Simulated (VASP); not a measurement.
Data:

```
CaSe
1.0
    0.00000     2.95734     2.95734
    2.95734     0.00000     2.95734
    2.95734     2.95734     0.00000
Ca Se
1 1
Direct
  0.00000   0.00000   0.00000
  0.50000   0.50000   0.50000
```

Level of theory: LDA (Ceperley-Alder, Perdew-Zunger), VASP's LDA PAW potentials (set 64) (plane waves; VASP 6.6.1). Numerical set-up: 520 eV cut-off, 8×8×8 Γ-centred mesh, Gaussian smearing of 0.050 eV, potentials Ca_sv Se.

The job: CaSe (rock salt), 2 atoms, LDA, static run, 520 eV, 8×8×8 Γ-centred mesh. Roughly how much core time does it take on a busy server core?

About 10 core-seconds (one run on a shared machine, a rough figure). It had 29 irreducible k-points, 12 bands, up to 1411 plane waves and 13 electronic steps.

The compound is CaSe in the rock salt structure. This cell is one point of a volume scan, at 1.06 of the reference volume.
